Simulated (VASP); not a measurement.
Input of a VASP 6.6.1 run:

The input INCAR:

```
PREC = Accurate
ENCUT = 600
EDIFF = 1E-6
ISMEAR = 0
SIGMA = 0.01
LREAL = F
LASPH = T
NELM = 100
ALGO = Fast
ISIF = 3
LWAVE = F
LCHARG = F
GGA = PE
IBRION = 2
NSW = 100
EDIFFG = -0.01
```

File KPOINTS:

```
Automatic mesh
0
Gamma
  12 12 12
```

Contents of POSCAR:

```
BeH8
1.0
    0.0000000000      2.8078715571      2.8078715571
    2.8078715571      0.0000000000      2.8078715571
    2.8078715571      2.8078715571      0.0000000000
Be H
1 8
Direct
    0.0000000000      0.0000000000      0.0000000000
    0.7425631413      0.2574368587      0.2574368587
    0.2574368587      0.7425631413      0.7425631413
    0.2574368587      0.2574368587      0.7425631413
    0.7425631413      0.7425631413      0.2574368587
    0.7425631413      0.2574368587      0.7425631413
    0.2574368587      0.7425631413      0.2574368587
    0.7500000000      0.7500000000      0.7500000000
    0.5000000000      0.5000000000      0.5000000000
```

Potentials or basis: VASP PAW PBE potentials, release 64 (Be, H).

The run is started by

```sh
$ cat potpaw_PBE.64/Be/POTCAR potpaw_PBE.64/H/POTCAR > POTCAR
$ mpirun -np 1 vasp_std > vasp.out
```

Q: Estimate the space group after relaxing (to 0.05 Å).

A: F-43m (No. 216).

Q: Predict the relaxed volume.

A: 4.88 Å³/atom.

Forces on the atoms (eV/Å):
```
Be   0.000  0.000  0.000
H   -0.002  0.000  0.000
H    0.002  0.000  0.000
H    0.000  0.000 -0.002
H    0.000  0.000  0.002
H    0.000  0.002  0.000
H    0.000 -0.002  0.000
H    0.000  0.000  0.000
H    0.000  0.000  0.000
```
